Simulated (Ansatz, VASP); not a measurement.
## Cross-check of In2Au between VASP and Ansatz

One calculation is typed for both programs; each brings its own data sets. How far apart do they land? The cell is taken from a series of runs on this material, whose earlier steps may have relaxed, scaled, displaced or heated it; both programs get it as it stands.

Program: Ansatz 0.2.0. Level of theory: plane waves, with VASP 6.6.1 beside it; relaxation of cell and atoms at PBEsol. Results are calculated unless marked as measured.

### 1. The starting structure

It takes space group Fm-3m (No. 225, cubic). Conventional cell: a = 6.538 Å, b = 6.538 Å, c = 6.538 Å, α = 90.00°, β = 90.00°, γ = 90.00°. Nearest to In lie 4 Au at 2.83 Å. Au has 8 In at 2.83 Å nearest. Farther neighbours are not listed.

### 2. VASP: relaxation of cell and atoms, PBEsol

The relaxed volume is the usual yardstick between codes: in a stiff, nearly cubic crystal its relative difference is about their pressure difference at one cell divided by the bulk modulus.

Lines of VASP's logs that name or quote its potential files are left out, and so is its time.

Contents of INCAR:

```
SYSTEM = In2Au
PREC = Accurate
ENCUT = 500
EDIFF = 1E-07
NELM = 120
ISMEAR = 1
SIGMA = 0.2
LREAL = .FALSE.
ALGO = Normal
GGA = PS
NBANDS = 24
LASPH = .TRUE.
LORBIT = 11
LWAVE = .FALSE.
LCHARG = .FALSE.
ISIF = 3
IBRION = 2
NSW = 80
EDIFFG = -0.005
GGA_COMPAT = .FALSE.
NELMIN = 4
KPAR = 2
```

Contents of POSCAR:

```
In2Au
1.0
    0.0000000000      3.2690590000      3.2690590000
    3.2690590000      0.0000000000      3.2690590000
    3.2690590000      3.2690590000      0.0000000000
In Au
2 1
Direct
    0.2500000000      0.2500000000      0.2500000000
    0.7500000000      0.7500000000      0.7500000000
    0.0000000000      0.0000000000      0.0000000000
```

Contents of KPOINTS:

```
Automatic mesh
0
Gamma
8 8 8
0 0 0
```

The projector-augmented-wave data sets are In_d and Au (PBE family, release 64).

Launch:

```
> mpirun -np 2 vasp_std
```

Numbers of over 12 decimals in the logs are rounded to 6 here.

Log:

```text
[banner, memory and clock lines left out]
running    2 mpi-ranks, on    1 nodes
 distrk:  each k-point on    1 cores,    2 groups
 distr:  one band on    1 cores,    1 groups

 POSCAR found type information on POSCAR InAu
 POSCAR found :  2 types and       3 ions
|                                                                             |
|               ----> ADVICE to this user running VASP <----                  |
|                                                                             |
|     You enforced a specific xc type in the INCAR file but a different       |
|     [... a line on the potential file left out ...]
|     I HOPE YOU KNOW WHAT YOU ARE DOING!                                     |
|                                                                             |

 LDA part: xc-table for (Slater+PW92), standard interpolation
 POSCAR, INCAR and KPOINTS ok, starting setup
 FFT: planning ... GRIDC
 FFT: planning ... GRID_SOFT
 FFT: planning ... GRID
 WAVECAR not read
 entering main loop
       N       E                     dE             d eps       ncg     rms          rms(c)
DAV:   1     0.329975579929E+03    0.32998E+03   -0.17749E+04  1400   0.197E+03
DAV:   2     0.161600505460E+02   -0.31382E+03   -0.30462E+03  1432   0.458E+02
DAV:   3    -0.106836953968E+02   -0.26844E+02   -0.26577E+02  1768   0.150E+02
DAV:   4    -0.113878402904E+02   -0.70414E+00   -0.70385E+00  1552   0.254E+01
DAV:   5    -0.114248374289E+02   -0.36997E-01   -0.36995E-01  2264   0.506E+00    0.811E+00
DAV:   6    -0.107294797170E+02    0.69536E+00   -0.31673E+00  1512   0.142E+01    0.453E+00
DAV:   7    -0.106743692742E+02    0.55110E-01   -0.16775E-01  1912   0.513E+00    0.256E+00
DAV:   8    -0.106560243528E+02    0.18345E-01   -0.46042E-02  1792   0.266E+00    0.307E-01
DAV:   9    -0.106546150888E+02    0.14093E-02   -0.77317E-03  1912   0.128E+00    0.249E-01
DAV:  10    -0.106546434940E+02   -0.28405E-04   -0.67479E-04  1792   0.274E-01    0.546E-02
DAV:  11    -0.106546556840E+02   -0.12190E-04   -0.18150E-05  1920   0.334E-02    0.186E-02
DAV:  12    -0.106546609892E+02   -0.53051E-05   -0.64621E-06  1472   0.183E-02    0.481E-03
DAV:  13    -0.106546614683E+02   -0.47914E-06   -0.11720E-06  1672   0.110E-02    0.276E-03
DAV:  14    -0.106546613815E+02    0.86798E-07   -0.94924E-08  1104   0.364E-03
   1 F= -.10654661E+02 E0= -.10656475E+02  d E =-.106547E+02
 curvature:   0.00 expect dE= 0.000E+00 dE for cont linesearch  0.000E+00
 trial: gam= 0.00000 g(F)=  0.327E-47 g(S)=  0.261E-04 ort = 0.000E+00 (trialstep = 0.100E+01)
 search vector abs. value=  0.261E-04
 bond charge predicted
       N       E                     dE             d eps       ncg     rms          rms(c)
DAV:   1    -0.106552503596E+02   -0.58889E-03   -0.12980E-02  1616   0.169E+00    0.151E-01
DAV:   2    -0.106547168081E+02    0.53355E-03   -0.14001E-03  1648   0.515E-01    0.510E-02
DAV:   3    -0.106546698449E+02    0.46963E-04   -0.12167E-04  1648   0.180E-01    0.227E-02
DAV:   4    -0.106546662773E+02    0.35675E-05   -0.16529E-05  1944   0.575E-02    0.131E-02
DAV:   5    -0.106546665616E+02   -0.28432E-06   -0.53823E-07  1448   0.715E-03    0.998E-03
DAV:   6    -0.106546677301E+02   -0.11685E-05   -0.68231E-07  1208   0.491E-03    0.149E-03
DAV:   7    -0.106546676861E+02    0.44064E-07   -0.88629E-08   800   0.282E-03
   2 F= -.10654668E+02 E0= -.10656508E+02  d E =-.630454E-05
 trial-energy change:   -0.000006  1 .order   -0.000006   -0.000026    0.000013
 step:   0.6633(harm=  0.6633)  dis= 0.00000  next Energy=   -10.654670 (dE=-0.864E-05)
 reached required accuracy - stopping structural energy minimisation
```

From OUTCAR (step 2):

```text
ion  position               nearest neighbor table
   1  0.250  0.250  0.250-   3 2.83   3 2.83   3 2.83   3 2.83   2 3.27   2 3.27   2 3.27   2 3.27
                             2 3.27   2 3.27
   2  0.750  0.750  0.750-   3 2.83   3 2.83   3 2.83   3 2.83   1 3.27   1 3.27   1 3.27   1 3.27
                             1 3.27   1 3.27
   3  0.000  0.000  0.000-   2 2.83   2 2.83   2 2.83   1 2.83   2 2.83   1 2.83   1 2.83   1 2.83

  LATTYP: Found a face centered cubic cell.
 ALAT       =     6.5381180000

 Subroutine GETGRP returns: Found 48 space group operations
 (whereof 48 operations were pure point group operations)

The static configuration has the point symmetry O_h .

 Found     29 irreducible k-points:

   k-points           NKPTS =     29   k-points in BZ     NKDIM =     29   number of bands    NBANDS=     24

   dimension x,y,z NGX =    36 NGY =   36 NGZ =   36
   dimension x,y,z NGXF=    72 NGYF=   72 NGZF=   72

   ENCUT  =  500.0 eV  36.75 Ry    6.06 a.u.   8.43  8.43  8.43*2*pi/ulx,y,z

   NELECT =      37.0000    total number of electrons

 k-points in reciprocal lattice and weights: Automatic mesh
   0.00000000  0.00000000  0.00000000       0.002
   0.12500000  0.00000000  0.00000000       0.016
   0.25000000  0.00000000  0.00000000       0.016
   0.37500000  0.00000000  0.00000000       0.016
   0.50000000  0.00000000  0.00000000       0.008
   0.12500000  0.12500000  0.00000000       0.012
   0.25000000  0.12500000  0.00000000       0.047
   0.37500000  0.12500000  0.00000000       0.047
   0.50000000  0.12500000  0.00000000       0.047
[...]
-0.37500000  0.50000000  0.12500000       0.023
  -0.25000000  0.50000000  0.25000000       0.012

 average (electrostatic) potential at core
       1 -93.3054       2 -93.3054       3 -66.4992

 E-fermi :   7.7197

 k-point     1 :       0.0000    0.0000    0.0000
  band No.  band energies     occupation
    ...
     12       2.2010      2.00000
     13       2.2010      2.00000
     14       2.2010      2.00000
     15       3.0508      2.00000
     16       3.0508      2.00000
     17       7.9870     -0.06764
     18      10.8264     -0.00000
     19      10.8264     -0.00000
     20      10.8264     -0.00000
     21      11.4825     -0.00000
    ...

 k-point     2 :       0.1250    0.0000    0.0000
  band No.  band energies     occupation
    ...
     13       2.2510      2.00000
     14       2.2510      2.00000
     15       3.0317      2.00000
     16       3.0317      2.00000
     17       7.5802      1.91804
     18       9.2834     -0.00000
     19      10.1607     -0.00000
     20      10.1607     -0.00000
     21      11.5549     -0.00000
     22      11.9299      0.00000
    ...

 k-point     3 :       0.2500    0.0000    0.0000
  band No.  band energies     occupation
    ...
     13       2.3623      2.00000
     14       2.3623      2.00000
     15       3.0031      2.00000
     16       3.0031      2.00000
     17       5.7654      2.00000
     18       9.0772     -0.00000
     19       9.3817     -0.00000
     20       9.3817     -0.00000
     21      11.3436     -0.00000
     22      11.8029      0.00000
    ...

  Total        0.0117977      0.0117977      0.0117977     -0.0000000     -0.0000000     -0.0000000
  in kB        0.2708309      0.2708309      0.2708309     -0.0000000     -0.0000000     -0.0000000
  external PRESSURE =       0.2708309 kB  Pullay stress =       0.0000000 kB

  energy-cutoff  :      500.00
  volume of cell :       69.79
      direct lattice vectors                 reciprocal lattice vectors
     0.000000000  3.267837308  3.267837308    -0.153006393  0.153006393  0.153006393
     3.267837308 -0.000000000  3.267837308     0.153006393 -0.153006393  0.153006393
     3.267837308  3.267837308  0.000000000     0.153006393  0.153006393 -0.153006393

 POSITION                                       TOTAL-FORCE (eV/Angst)
 -----------------------------------------------------------------------------------
      1.63392      1.63392      1.63392        -0.000000     -0.000000      0.000000
      4.90176      4.90176      4.90176        -0.000000      0.000000     -0.000000
      0.00000      3.26784      3.26784         0.000000      0.000000      0.000000
 -----------------------------------------------------------------------------------
    total drift:                                0.000000      0.000000      0.000000

  FREE ENERGIE OF THE ION-ELECTRON SYSTEM (eV)
  ---------------------------------------------------
  free  energy   TOTEN  =       -10.6546676861 eV

  energy  without entropy=      -10.6601884887  energy(sigma->0) =      -10.65650795

 reached required accuracy - stopping structural energy minimisation

 total charge
# of ion       s       p       d       tot
------------------------------------------
    1        0.887   0.631   9.877  11.395
    2        0.887   0.631   9.877  11.395
    3        0.681   0.446   8.645   9.772
--------------------------------------------------
tot          2.456   1.708  28.398  32.562

[... 3 further parts left out ...]
```

### 3. Ansatz: relaxation of cell and atoms, PBEsol

Ansatz runs on norm-conserving files, of PseudoDojo where its log says so.

The same cell, functional, mesh and smearing now go to Ansatz, which takes its cutoff from its data sets.

Contents of input.yaml:

```yaml
crystal:
  lattice:
    - [0.0, 3.2690589855, 3.2690589855]
    - [3.2690589855, 0.0, 3.2690589855]
    - [3.2690589855, 3.2690589855, 0.0]
  atoms:
    - { symbol: In, position: [0.25, 0.25, 0.25] }
    - { symbol: In, position: [0.75, 0.75, 0.75] }
    - { symbol: Au, position: [0.0, 0.0, 0.0] }
kpoints:
  mp_grid: { grid: [8, 8, 8] }
hamiltonian:
  xc: pbesol
  pseudopotentials: { kind: nc, accuracy: standard }
scf:
  occupations: { method: methfessel_paxton, width: 0.2 }
output:
  forces: true
  stress: true
  eigenvalues: true
relax:
  adjacent_minimum: "off"
  f_tol: 0.001
  max_steps: 60
  cell: { stress_tol: 0.01 }
```

Launch:

```
> ansatz run input.yaml --threads 8 --pin off --max-ram 16384MiB --backend cpu --events-out ev --progress --plain --runs-dir out
```

Log:

```text
Engine: ansatz 0.2.0, aarch64-unknown-linux-gnu
Pseudopotentials: kind: nc
Pseudopotential: In, nc, valence charge 13, recommended cutoff 952.398519 eV (normal), In.nc.azcp (PseudoDojo's, or run here from an input of PseudoDojo's; its table is named by hamiltonian.pseudopotentials.accuracy)
Pseudopotential: Au, nc, valence charge 19, recommended cutoff 1034.032677 eV (normal), Au.nc.azcp (PseudoDojo's, or run here from an input of PseudoDojo's; its table is named by hamiltonian.pseudopotentials.accuracy)
Functional definition: PBEsol
  exchange = pbesol_x
  correlation = pbesol_c
Crystal: 3 atoms, lattice volume = 69.871 Å³
Basis set: ecut = 1034.032677 eV, 5209 PW (Γ), exchange–correlation on 100×100×100 points (8 copies of the dense FFT grid, shifted against one another)
Bands: 27, of which v1, the nominal top of the filled ones, is band 23 counted from 1 (22 counted from 0)
Symmetry: 48 space group operations
Space group: Fm-3m (ITA 225), of the structure as read, at distance tolerance 4.1e-5 Å
k-points: 29 of 512
Non-local potential: In, projectors of the file, l = 0: 2, l = 1: 2, l = 2: 2
Non-local potential: Au, projectors of the file, l = 0: 2, l = 1: 2, l = 2: 2, l = 3: 1
Initial density: superposition of atomic densities (chi_scale 0.1, normalization cell, long waves kept (reshape's long-wave potential 0.00 eV rms))
Initial wavefunctions: pseudopotential atomic-orbital guess
Functional: x = pbesol(κ = 0.804, μ = 0.123457), c = pbesol(β = 0.046)
SCF iter   1: F=—  HF=-7625.593747 eV  |F-HF|=—  |Δ(HF+E_count)|=         —  Δρ=1.57e-1  dr2=2.68e1  ethr=3.10e-3  ⟨swp⟩=6.2  Hψ=3302  notcnv=0
preconditioner: auto → LDOS  [metal: Δε(μ)=0.120 eV  Ē_g=13.882 eV  σ=0.200 eV  W_gap=0.48  n_scr=14 (ndim 8)  ℏωp=27.0 eV  f_vac=0.020  D(μ)=1.24/eV (n_scr^D=8)  β→1.0]
SCF iter   2: F=—  HF=-7620.590149 eV  |F-HF|=—  |Δ(HF+E_count)|=    5.00e0  S|Δr|=    0.00e0  Δρ=2.47e-2  dr2=6.17e-1  ethr=3.10e-3  ⟨swp⟩=4.1  Hψ=2271  notcnv=0  defer=8
preconditioner: auto → none  [insulator: Δε(μ)=0.257 eV  Ē_g=13.773 eV  σ=0.200 eV  W_gap=0.85  n_scr=14 (ndim 8)  ℏωp=27.0 eV  f_vac=0.035  D(μ)=0.38/eV (n_scr^D=0)  ε∞_Penn≈4.8  β→0.5]
SCF iter   3: F=—  HF=-7620.420885 eV  |F-HF|=—  |Δ(HF+E_count)|=   1.69e-1  S|Δr|=    0.00e0  Δρ=4.29e-3  dr2=2.07e-2  ethr=1.37e-3  ⟨swp⟩=2.1  Hψ=1272  notcnv=0  defer=11
SCF iter   4: F=—  HF=-7620.415720 eV  |F-HF|=—  |Δ(HF+E_count)|=   5.17e-3  S|Δr|=    0.00e0  Δρ=7.05e-4  dr2=5.34e-4  ethr=4.59e-5  ⟨swp⟩=2.0  Hψ=1165  notcnv=0  defer=11
SCF iter   5: F=—  HF=-7620.415646 eV  |F-HF|=—  |Δ(HF+E_count)|=   7.37e-5  S|Δr|=    0.00e0  Δρ=2.61e-4  dr2=1.05e-4  ethr=1.19e-6  ⟨swp⟩=2.9  Hψ=1528  notcnv=0  defer=11
SCF iter   6: F=—  HF=-7620.415637 eV  |F-HF|=—  |Δ(HF+E_count)|=   9.08e-6  S|Δr|=    0.00e0  Δρ=1.06e-4  dr2=1.51e-5  ethr=2.33e-7  ⟨swp⟩=2.3  Hψ=1200  notcnv=0  defer=11
SCF iter   7: F=—  HF=-7620.415426 eV  |F-HF|=—  |Δ(HF+E_count)|=   2.11e-4  S|Δr|=    0.00e0  Δρ=3.42e-5  dr2=1.47e-6  ethr=3.36e-8  ⟨swp⟩=2.9  Hψ=1405  notcnv=0  defer=11
SCF iter   8: F=—  HF=-7620.415426 eV  |F-HF|=—  |Δ(HF+E_count)|=   2.50e-7  S|Δr|=    0.00e0  Δρ=9.38e-6  dr2=1.12e-7  ethr=3.27e-9  ⟨swp⟩=2.9  Hψ=1582  notcnv=0  defer=11
SCF iter   9: F=-7620.415426 eV  HF=-7620.415426 eV  |F-HF|=1.55e-10  |Δ(HF+E_count)|=   2.48e-8  S|Δr|=    0.00e0  Δρ=5.83e-7  dr2=1.94e-10  ethr=2.22e-10  ⟨swp⟩=13.0  Hψ=5087  notcnv=0
SCF 1 converged in 9 iterations: F = -7620.415426 eV  dr2 = 1.94e-10
relax step   1: F+E_penalty+E_count = -7620.41542599 eV  Δ(F+E_penalty+E_count) = +0.000e0 eV  max|allowed force component| = 2.467e-17 eV/Å  Δτ_max = 0.0000 Å  P = +0.144 GPa  Ω = 69.871 Å³  (9 SCF iters, dr2 threshold 1.00e-7 eV, accepted)
[...]
relax step   2: F+E_penalty+E_count = -7620.41542687 eV  Δ(F+E_penalty+E_count) = -8.779e-7 eV  max|allowed force component| = 5.243e-17 eV/Å  Δτ_max = 0.0000 Å  P = -0.109 GPa  Ω = 70.116 Å³  energy of the carried Pulay correction = -2.480e-5 eV  (5 SCF iters, dr2 threshold 5.15e-8 eV, accepted)
[...]
relax step   3: F+E_penalty+E_count = -7620.41547367 eV  Δ(F+E_penalty+E_count) = -4.680e-5 eV  max|allowed force component| = 6.476e-17 eV/Å  Δτ_max = 0.0000 Å  P = -0.001 GPa  Ω = 70.010 Å³  energy of the carried Pulay correction = -1.411e-5 eV  (4 SCF iters, dr2 threshold 2.95e-8 eV, accepted)
[...]
relax step   4: F+E_penalty+E_count = -7620.41548725 eV  Δ(F+E_penalty+E_count) = -1.358e-5 eV  max|allowed force component| = 3.701e-17 eV/Å  Δτ_max = 0.0000 Å  P = -0.001 GPa  Ω = 70.010 Å³  stress off target by 5.21e-4 GPa  SCF on the basis re-selected at this cell (its energy is not comparable with the rows above)  (6 SCF iters)
basis re-selected at this cell: Δ(F+E_penalty+E_count) = -1.358e-5 eV, ΔP = +0.000 GPa vs the last step (what re-selecting the basis moved, of the pressure what is left beyond the Pulay correction that the steps carried, after the strain that the cell walked since its last selection, with what the two solves' SCF thresholds leave and, on support functions, any second-order correction that the steps lacked; it is no m [...]
SCF converged after 6 iterations
Stability not checked: this state was not tested for a lower state beside it, because cold or Methfessel-Paxton smearing, or corrected tetrahedra, fill the levels in a way that the test cannot read (fill_not_monotonic; see scf.lower_state_search)
Free energy (F): -7620.415487 eV
Harris-Foulkes:  -7620.415487 eV  (|F-HF|=2.73e-12)
Internal energy: -7620.420673 eV  (E = F + TS)
E sigma→0 (E₀):  -7620.416784 eV
Entropy (-TS):   0.005186 eV (1.729 meV/atom)
Fermi energy:    12.656139 eV
--- Per-component energies (eV) ---
  E_band       = -358.653362
  E_kinetic    = 3427.802849
  E_local      = -5574.060426  (includes V_loc(G=0)·N_el)
  E_nonlocal   = -736.173854
  E_hartree    = 1829.477566
  E_xc         = -1763.373754
  E_vxc        = -1135.177058  (∫ρ·V_xc dr)
  E_ewald      = -4804.093053
  E_smearing   = 0.005186  (= −TS)
  E_closure    = 0.000000  (closes the sum)
  Σ components = -7620.415487   (vs F -7620.415487, Δ=0.00e0)
--- Forces (eV/Å), atoms counted from 1 ---
  atom   1  In    -0.00000000    -0.00000000     0.00000000
  atom   2  In    -0.00000000    -0.00000000    -0.00000000
  atom   3  Au    -0.00000000     0.00000000     0.00000000
  max |Σ_I F_I| component: 1.11e-16 eV/Å
--- Stress (GPa, compression-positive) ---
       -0.000521       0.000000       0.000000
        0.000000      -0.000521       0.000000
        0.000000      -0.000000      -0.000521
  P = ⅓ Tr σ = -0.0005 GPa (-0.005 kbar)
--- Band table (eV; the first three rows and the last of 29) ---
  k-point 0: bands = [... 19 lower, 8.0193, 12.8981, 15.7721, 15.7721, 15.7721, 16.4237, 16.4237, 16.4237]
  k-point 1: bands = [... 19 lower, 8.0005, 12.5063, 14.2165, 15.1044, 15.1044, 16.5002, 16.8735, 16.8735]
  k-point 2: bands = [... 19 lower, 7.9726, 10.7110, 14.0022, 14.3242, 14.3242, 16.2791, 16.7421, 16.7421]
  k-point 28: bands = [... 19 lower, 8.2273, 8.8459, 8.8459, 10.6193, 16.2888, 16.2888, 17.7067, 18.4417]
--- Relaxed structure (3 steps of the walk, 3 accepted, 1 SCFs on fresh bases) ---
  F+E_penalty+E_count = -7620.41548725 eV   max|allowed force component| = 3.701e-17 eV/Å   (the final SCF, on the basis selected at the relaxed cell)
  cell:  # Å, volume = 70.0102 Å³
    - [0, 3.271226, 3.271226]
    - [3.271226, 0, 3.271226]
    - [3.271226, 3.271226, 0]
  atoms:
    - { symbol: In, position: [0.25, 0.25, 0.25] }
    - { symbol: In, position: [0.75, 0.75, 0.75] }
    - { symbol: Au, position: [0, 0, 0] }
```

The column dr2 measures how far the density is from self-consistency, as an energy; F and HF (Harris–Foulkes) agree once it is small.

### 4. Side by side

Known differences besides the potentials themselves: the data sets hold 45 valence electrons in Ansatz (on norm-conserving files, of PseudoDojo where its log says so) and 37 in VASP; the cutoff is 1034.03 eV in Ansatz and 500 eV in VASP; Ansatz adds a Pulay correction to the stress that steers its cell, VASP none. Total energies have different zeros and are not compared.

Compared:

```
                                         quantity  Ansatz   VASP  difference
                                      volume (Å³)   70.01  69.79     +0.31 %
edge a after relaxation, in the typed setting (Å)   4.626  4.621     +0.10 %
```

### 5. Outcome

```
difference in volume (relaxation of cell and atoms, PBEsol) : 0.31 %
```

**Reading.** The difference in volume is 0.31 % (relaxation of cell and atoms, PBEsol), within the 1.2 % picked in this series as the mark of a large difference, as far as the stopping tolerances let one tell. The data sets hold unlike numbers of valence electrons (45 in Ansatz and 37 in VASP), so part of the differences comes from the potentials. 2 further runs of this series are not shown here. How closely two codes agree says nothing of how well the functional describes the real material.

[Lines on the potential files, build, host, timing and source positions are cut from VASP's logs without a mark.]

[Logs are printed without paths, hosts, clocks, repeated set-up lines and the standing remarks that a program may print on its own settings, such as how far it seeks lower states.]

[Hosts, paths, dates, database ids (printed as entryN), source tags and the programs' standing remarks are cut or masked in the printed files.]
